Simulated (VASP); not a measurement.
These are optB88-vdW, VASP's PBE PAW potentials (set 64) (plane waves; VASP) values and carry that method's errors.

VASP ran on this input.

INCAR:
```
AGGAC=0.0
ALGO=Normal
EDIFF=1E-7
ENCUT=520
GGA=BO
ISIF=2
ISMEAR=-5
LASPH=T
LCHARG=T
LORBIT=11
LREAL=F
LUSE_VDW=T
LWAVE=F
NEDOS=601
NELM=100
PARAM1=0.1833333333
PARAM2=0.22
PREC=Accurate
SYSTEM=NaF
```

File POSCAR:
```
NaF
1.0
  0.0000000000   2.3137378425   2.3137378425
  2.3137378425   0.0000000000   2.3137378425
  2.3137378425   2.3137378425   0.0000000000
Na F
1 1
Direct
  1.0000000000   1.0000000000   0.0000000000
  0.5000000000   0.5000000000   0.5000000000
```

### KPOINTS
```
kpoints
0
G
 11 11 11
```

POTCAR, in this order: Na_pv F (PBE.64 set). Program: vasp_std.

The run wrote:

File OSZICAR:
```
       N       E                     dE             d eps       ncg     rms          rms(c)
DAV:   1     0.121505316020E+03    0.12151E+03   -0.83414E+03  1238   0.154E+03
DAV:   2     0.104883571540E+01   -0.12046E+03   -0.11258E+03  1306   0.374E+02
DAV:   3    -0.563888952788E+01   -0.66877E+01   -0.66687E+01  1385   0.906E+01
DAV:   4    -0.570878677298E+01   -0.69897E-01   -0.69884E-01  1361   0.991E+00
DAV:   5    -0.570955517300E+01   -0.76840E-03   -0.76839E-03  1409   0.106E+00    0.566E+00
DAV:   6    -0.474587324356E+01    0.96368E+00   -0.41562E+00  1451   0.197E+01    0.183E+00
DAV:   7    -0.473185875069E+01    0.14014E-01   -0.34290E-02  1247   0.267E+00    0.103E+00
DAV:   8    -0.472654487064E+01    0.53139E-02   -0.26056E-02  1241   0.421E+00    0.120E-01
DAV:   9    -0.472712901262E+01   -0.58414E-03   -0.33199E-03  1400   0.626E-01    0.909E-02
DAV:  10    -0.472704204418E+01    0.86968E-04   -0.50497E-04  1274   0.313E-01    0.969E-03
DAV:  11    -0.472704042221E+01    0.16220E-05   -0.17085E-05  1400   0.724E-02    0.246E-03
DAV:  12    -0.472704040301E+01    0.19201E-07   -0.79916E-07  1313   0.154E-02
   1 F= -.47270404E+01 E0= -.47270404E+01  d E =0.000000E+00
```

File OUTCAR:
```
------------------------ aborting loop because EDIFF is reached ----------------------------------------
  FORCE on cell =-STRESS in cart. coord.  units (eV):
  Direction    XX          YY          ZZ          XY          YZ          ZX
  --------------------------------------------------------------------------------------
  Total       -0.0094483     -0.0094483     -0.0094483      0.0000000     -0.0000000      0.0000000
  in kB       -0.6110738     -0.6110738     -0.6110738      0.0000000     -0.0000000      0.0000000
  external PRESSURE =      -0.6110738 kB  Pullay stress =       0.0000000 kB
  volume of cell :       24.77
      direct lattice vectors                 reciprocal lattice vectors
     0.000000000  2.313737843  2.313737843    -0.216100541  0.216100541  0.216100541
     2.313737843  0.000000000  2.313737843     0.216100541 -0.216100541  0.216100541
     2.313737843  2.313737843  0.000000000     0.216100541  0.216100541 -0.216100541
  FREE ENERGIE OF THE ION-ELECTRON SYSTEM (eV)
  ---------------------------------------------------
  free  energy   TOTEN  =        -4.7270404030 eV

  energy  without entropy=       -4.7270404030  energy(sigma->0) =       -4.72704040

 total charge

# of ion       s       p       d       tot
------------------------------------------
    1        0.050   5.996   0.000   6.046
    2        1.720   4.380   0.000   6.100
--------------------------------------------------
tot          1.770  10.376   0.000  12.146
```
(Selected blocks of OUTCAR.)

The compound is NaF in the rock salt structure. It was relaxed first.
